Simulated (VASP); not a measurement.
C (diamond) is relaxed at rising pressure, each step from the one before. Symmetry mostly holds the structure type, and other phases were not tried. The mesh follows the cell, and a change of mesh leaves a small step in the series.

Consider the following.

```cif
data_C2
_chemical_formula_sum 'C2'
_space_group_name_H-M_alt 'P 1'
_space_group_IT_number 1
_cell_length_a 2.51781
_cell_length_b 2.51781
_cell_length_c 2.51781
_cell_angle_alpha 60.000
_cell_angle_beta 60.000
_cell_angle_gamma 60.000
loop_
_space_group_symop_operation_xyz
  'x, y, z'
loop_
_atom_site_label
_atom_site_type_symbol
_atom_site_fract_x
_atom_site_fract_y
_atom_site_fract_z
_atom_site_occupancy
C1 C 0.00000 0.00000 0.00000 1
C2 C 0.25000 0.25000 0.25000 1
```

Level of theory: r2SCAN meta-GGA, VASP's PBE PAW potentials (set 64) (plane waves; VASP). Settings: 620 eV cut-off, 13×13×13 Γ-centred mesh, Gaussian smearing of 0.050 eV, potentials C.

| P (GPa) | V (Å³/atom) | H − H(0) (eV/atom) | space group | k-mesh |
|---|---|---|---|---|
| 0 | 5.64 | 0.000 | Fd-3m | 13×13×13 |
| 5 | 5.58 | 0.176 | Fd-3m | 13×13×13 |
| 10 | [?] | [?] | Fd-3m | 13×13×13 |
| 20 | 5.42 | 0.691 | Fd-3m | 13×13×13 |
| 30 | [?] | [?] | Fd-3m | 13×13×13 |
| 45 | 5.18 | 1.519 | Fd-3m | 13×13×13 |

Question: What belongs in the gaps?

Answer: 
- 10, V (Å³/atom): 5.52
- 10, H − H(0) (eV/atom): 0.349
- 30, V (Å³/atom): 5.32
- 30, H − H(0) (eV/atom): 1.027

Pressures at which the relaxation failed are left out.

The compound is C in the diamond structure.
